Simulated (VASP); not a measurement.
These are PBEsol GGA, VASP's PBE PAW potentials (set 64) (plane waves; VASP) values and carry that method's errors.

The input files of a VASP run:

KPOINTS:
```
k-points along high-symmetry lines
10
Line-mode
Reciprocal
  0.000000   0.000000   0.000000 ! GAMMA
  0.500000   0.000000   0.000000 ! M

  0.500000   0.000000   0.000000 ! M
  0.333333   0.333333   0.000000 ! K

  0.333333   0.333333   0.000000 ! K
  0.000000   0.000000   0.000000 ! GAMMA

  0.000000   0.000000   0.000000 ! GAMMA
  0.000000   0.000000   0.500000 ! A

  0.000000   0.000000   0.500000 ! A
  0.500000   0.000000   0.500000 ! L

  0.500000   0.000000   0.500000 ! L
  0.333333   0.333333   0.500000 ! H

  0.333333   0.333333   0.500000 ! H
  0.000000   0.000000   0.500000 ! A

  0.500000   0.000000   0.500000 ! L
  0.500000   0.000000   0.000000 ! M

  0.333333   0.333333   0.500000 ! H
  0.333333   0.333333   0.000000 ! K
```

INCAR:
```
SYSTEM=Zn4OS3
PREC=Accurate; ENCUT=520; LREAL=.False.
LASPH=.True.; ICHARG=11
EDIFF=1E-7; NELM=100; ALGO=Normal
LMAXMIX=4
ISMEAR=0; SIGMA=0.05
GGA=PS
LWAVE=.False.; LCHARG=.False.; LORBIT=11
```

### POSCAR
```
Zn4OS3
1
    1.8332646589    -3.1753078922    -0.0000000000
    1.8332646589     3.1753078922     0.0000000000
   -0.0000000000    -0.0000000000    11.9057619585
Zn S O
4 3 1
Direct
  0.6666670000   0.3333330000   0.2597567623
  0.3333330000   0.6666670000   0.9940205549
  0.6666670000   0.3333330000   0.7288716788
  0.3333330000   0.6666670000   0.5257494083
  0.6666670000   0.3333330000   0.4540016099
  0.3333330000   0.6666670000   0.1883878293
  0.6666670000   0.3333330000   0.9230849743
  0.3333330000   0.6666670000   0.6901271823
```

POTCAR, in this order: Zn S O (PBE.64 set). Program: vasp_std. Read from the step before: CHGCAR.

The resulting files:

### OSZICAR
```
       N       E                     dE             d eps       ncg     rms          rms(c)
DAV:   1     0.617216548001E+03    0.61722E+03   -0.34349E+04  7740   0.214E+03
DAV:   2     0.576431834906E+02   -0.55957E+03   -0.54549E+03  7772   0.485E+02
DAV:   3    -0.258982187182E+02   -0.83541E+02   -0.81799E+02  8599   0.166E+02
DAV:   4    -0.300330300145E+02   -0.41348E+01   -0.41139E+01  9144   0.364E+01
DAV:   5    -0.300987170865E+02   -0.65687E-01   -0.65606E-01  9210   0.450E+00
DAV:   6    -0.301002621872E+02   -0.15451E-02   -0.15447E-02  8987   0.680E-01
DAV:   7    -0.301003199633E+02   -0.57776E-04   -0.57770E-04  9287   0.119E-01
DAV:   8    -0.301003219330E+02   -0.19697E-05   -0.19694E-05  9011   0.218E-02
DAV:   9    -0.301003220285E+02   -0.95468E-07   -0.95377E-07  8172   0.421E-03
   1 F= -.30100322E+02 E0= -.30100322E+02  d E =-.212439E-10
```

OUTCAR:
```
 val. band max:        2.3080505439   @ k =   0.0000   0.0000   0.0000

 cond. band min:       3.0469713810   @ k =   0.0000   0.0000   0.0000



 k-point     1 :       0.0000    0.0000    0.0000
  band No.  band energies     occupation
      1     -15.1349      2.00000
      2     -11.2658      2.00000
      3     -10.9214      2.00000
      4     -10.5597      2.00000
      5      -4.4505      2.00000
      6      -4.3713      2.00000
      7      -4.3713      2.00000
      8      -4.3687      2.00000
      9      -4.2620      2.00000
     10      -4.2619      2.00000
     11      -4.1368      2.00000
     12      -4.1368      2.00000
     13      -4.0553      2.00000
     14      -3.9619      2.00000
     15      -3.9619      2.00000
     16      -3.8601      2.00000
     17      -3.8601      2.00000
     18      -3.7644      2.00000
     19      -3.7644      2.00000
     20      -3.5503      2.00000
     21      -3.4755      2.00000
     22      -3.4755      2.00000
     23      -3.3691      2.00000
     24      -3.3691      2.00000
     25      -3.3462      2.00000
     26      -1.0831      2.00000
     27      -0.6989      2.00000
     28       0.5900      2.00000
     29       0.5901      2.00000
     30       1.6611      2.00000
     31       1.6611      2.00000
     32       1.8029      2.00000
     33       1.9873      2.00000
     34       1.9873      2.00000
     35       2.3080      2.00000
     36       2.3081      2.00000
     37       3.0470      0.00000
     38       5.8090      0.00000
     39       5.9978      0.00000
     40       6.2392      0.00000
     41       8.3575      0.00000
     42       8.6185      0.00000
     43       8.9020      0.00000

 k-point     2 :       0.0556    0.0000    0.0000
  band No.  band energies     occupation
      1     -15.1284      2.00000
      2     -11.2420      2.00000
      3     -10.8998      2.00000
      4     -10.5422      2.00000
      5      -4.4474      2.00000
      6      -4.3815      2.00000
...
```

The density is held fixed in this step, so its total energy and stress have no physical meaning.

The structure was generated: Zn4OS3 was put into an ordered model structure (P3m1), which need not be its known phase. It was relaxed first.
